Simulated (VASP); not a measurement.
Given:

```
Zn4STe3
1.0
    0.00035     5.90130     5.88046
    5.90130     0.00035     5.88046
    2.95082     2.95082     0.00000
Zn Te S
4 3 1
Direct
  0.99920   0.99920   0.00159
  0.97323   0.51088   0.01589
  0.51088   0.97323   0.01589
  0.51595   0.51595   0.96810
  0.12668   0.12668   0.24663
  0.12697   0.62237   0.25067
  0.62237   0.12697   0.25067
  0.62472   0.62472   0.25055
```

The numbers are results of PBEsol GGA, VASP's PBE PAW potentials (set 64) (plane waves; VASP 6.6.1), not measurements. Numerical set-up: 400 eV cut-off, Gaussian smearing of 0.050 eV, potentials Zn Te S.

Unless said otherwise, spin-orbit coupling is left out, though it shifts the bands of the heavy elements here.

### Question
Give the energies of bands 29 to 42 at the high-symmetry points, in eV from the valence-band maximum.

### Answer

| band | Γ | Y | C0 | Z | A0 | T | S | R |
|---|---|---|---|---|---|---|---|---|
| 29 | -2.71 | -2.98 | -3.27 | -3.43 | -3.00 | -2.97 | -2.80 | -3.43 |
| 30 | -1.57 | -2.71 | -2.65 | -3.30 | -2.89 | -2.77 | -2.75 | -2.83 |
| 31 | -1.53 | -2.63 | -2.32 | -3.29 | -2.62 | -2.61 | -2.73 | -2.83 |
| 32 | -1.21 | -1.96 | -1.77 | -2.94 | -2.35 | -2.32 | -1.61 | -2.64 |
| 33 | -0.78 | -1.26 | -1.38 | -2.89 | -1.91 | -1.42 | -1.30 | -2.47 |
| 34 | -0.14 | -1.26 | -1.32 | -2.69 | -1.53 | -1.09 | -0.83 | -2.00 |
| 35 | -0.05 | -1.04 | -1.18 | -1.61 | -1.26 | -1.06 | -0.34 | -1.64 |
| 36 | 0.00 | -0.85 | -0.54 | -0.87 | -1.22 | -0.80 | -0.33 | -1.54 |
| 37 | 0.47 | 2.24 | 2.13 | 2.85 | 1.90 | 1.37 | 1.43 | 2.47 |
| 38 | 2.02 | 2.65 | 2.98 | 3.44 | 2.28 | 1.98 | 2.54 | 2.57 |
| 39 | 2.08 | 2.87 | 3.10 | 4.02 | 2.45 | 2.00 | 2.73 | 2.89 |
| 40 | 2.22 | 3.40 | 3.39 | 4.09 | 2.55 | 2.24 | 2.92 | 2.97 |
| 41 | 2.25 | 3.52 | 3.53 | 4.52 | 2.78 | 2.30 | 4.08 | 4.05 |
| 42 | 4.51 | 3.84 | 4.11 | 4.82 | 2.79 | 2.34 | 4.76 | 4.35 |

The gap is direct, 0.47 eV, from the valence maximum at Γ to the conduction minimum at Γ.

The structure was generated: Zn4STe3 was put into an ordered model structure (Amm2), which need not be its known phase. It was relaxed first.
